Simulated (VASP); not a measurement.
Given:

```xyz
2
Lattice="0.0000 3.2042 3.2042 3.2042 0.0000 3.2042 3.2042 3.2042 0.0000" Properties=species:S:1:pos:R:3 pbc="T T T"
Sn     0.0000     0.0000     0.0000
Te     3.2042     3.2042     3.2042
```

These are PBEsol GGA, VASP's PBE PAW potentials (set 64) (plane waves; VASP) values and carry that method's errors. Run with 520 eV cut-off, 7×7×7 Γ-centred mesh, Gaussian smearing of 0.050 eV, potentials Sn_d Te.

**Question.** The job: SnTe (rock salt), 2 atoms, PBEsol, static run, 520 eV, 7×7×7 Γ-centred mesh. Roughly how much core time does it take on a busy server core?

**Answer.** About 10 core-seconds (one run on a shared machine, a rough figure). It had 20 irreducible k-points, 14 bands, up to 1807 plane waves and 14 electronic steps.

The compound is SnTe in the rock salt structure, which distorts at low temperature. This cell is one point of a volume scan, at 1.06 of the reference volume.
